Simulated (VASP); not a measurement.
## Zr: transverse stress against strain

Zr (hcp, P6_3/mmc, 21.783 Å³/atom and stress up to 0.21 GPa in the relaxed cell, c along z) under an equal strain ε along x and y, with z held. LDA in VASP (plane waves, PAW), 480 eV, 18×18×10 Γ-centred mesh, Methfessel-Paxton smearing 0.10 eV; ions are relaxed, or left where forces stay under 0.02 eV/Å, within the symmetry of each cell. Against the start cell, which lies near the measured one, the relaxed cell differs by -6.4 % in volume and -1.1 % in c; the values below rest on it. Stress is positive for a compressed cell.

Here s stands for strain and y for stress zz.

```
strain (%)  stress zz (GPa)
----------  ---------------
-1.50                  2.56
-1.00                  1.63
-0.50                  0.72
0.00                  -0.14
0.50                  -0.96
1.00                  -1.73
1.50                  -2.45
3.00                      ?
```

Taking a straight line for y over the 7 complete rows: Means: s 0, y -0.053. About the means, the sum of products is -11.715 and the sum of squares of s is 7.0000; the slope is their ratio. Least squares gives y = -0.053 - 1.6736·s. Residuals (row less fit): 0.103, 0.009, -0.064, -0.087, -0.070, -0.003, 0.113; standard error 0.090 (degrees of freedom: 5). The slope gives the elastic constant 2C13 = about 170 GPa.

Question: What does the fit predict for y at s = 3.00, and how far is the calculated value from it?

Answer: y = -0.053 - 1.6736 × 3.0 = -5.074 GPa. The calculation gives -4.41 GPa, 0.664 GPa above the prediction (9.5 % of the range of y in the table). The row lies outside the fitted rows, so this is an extrapolation. From the scatter of the fitted rows alone, a prediction at this place has a standard error of 0.139 GPa, so the miss is 4.8 times that.

A polynomial of degree 2 through the 12 other runs of the series gives -4.41 there, so most of the miss is curvature that the fit leaves out. In a metal these values are sensitive to mesh and smearing; energies are taken to zero smearing, stresses follow the free energy. The runs aren't spin-polarised. Rows are the converged runs of the series near zero and its far end; series whose fitted rows scatter by over a few per cent of the range, as at a crossing or softening among them, aren't shown in this form, nor equations of state whose B0' disagrees with the runs' pressures. Most that stay on the fit to the last digits aren't either.
